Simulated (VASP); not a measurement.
Here is the system:

```xyz
2
Lattice="0.0000 2.1616 2.1616 2.1616 0.0000 2.1616 2.1616 2.1616 0.0000" Properties=species:S:1:pos:R:3 pbc="T T T"
Ti     0.0000     0.0000     0.0000
N      2.1616     2.1616     2.1616
```

Method: r2SCAN meta-GGA, VASP's PBE PAW potentials (set 64) (plane waves; VASP 6.6.1). Run with 520 eV cut-off, 15×15×15 Γ-centred mesh, first-order Methfessel-Paxton smearing of 0.10 eV, potentials Ti_sv N.

Question: Estimate the energy per atom (σ→0), pressure, band gap (on the k-mesh) with the smallest direct gap where there is one.

Answer: 
```
Quantity                                                    Result
------------------------  ----------------------------------------
band gap (on the k-mesh)  none (metal, semimetal or under 0.01 eV)
energy per atom (σ→0)                      -1252.4 kJ/mol of atoms
pressure                                                -15.22 GPa
```

Total energies compare only between runs with the same potentials, cut-off and functional.

The compound is TiN in the rock salt structure. This cell is one point of a volume scan, at 1.06 of the reference volume. The electron count is odd and the run is not spin-polarised, which forces a metal.
